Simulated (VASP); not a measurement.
# TiMo2 (space group Fmmm): computed properties

The numbers are results of PBEsol GGA, VASP's PBE PAW potentials (set 64) (plane waves; VASP 6.6.1), not measurements.

```json
{
 "space_group": "Fmmm (69)",
 "cell": "a = 3.123 Å, b = 4.495 Å, c = 13.109 Å, α = 90.00°, β = 90.00°, γ = 90.00°",
 "volume_per_atom": "15.34 Å³/atom",
 "band gap (over mesh and band path)": "none (metal, semimetal or under 0.01 eV)",
 "density": "8.65 g/cm³"
}
```

Mo$_{2}$Ti is modelled in the orthorhombic space group Fmmm (No. 69), Pearson symbol oF12. Conventional cell: a = 3.123 Å, b = 4.495 Å, c = 13.109 Å, α = β = γ = 90.00°. Ti on 4a is surrounded by 4 Mo at 2.697 Å and 4 Mo at 3.144 Å and 4 Ti at 2.737 Å and 2 Ti at 3.123 Å. Mo on 8i has 6 Mo at 2.663–2.737 Å and 4 Mo at 3.115–3.123 Å and 2 Ti at 2.697 Å and 2 Ti at 3.144 Å. (Neighbours: up to the widest gap in distance over summed covalent radii, below 1.35, at either atom.)
(The calculation used a cell of 3 atoms; values per cell refer to that cell.)

The structure comes from a computed database's TiMo2 entry (Fmmm); how it stands against other phases isn't given here. It was relaxed first. Symmetry was kept, so distortions that lower it aren't found.
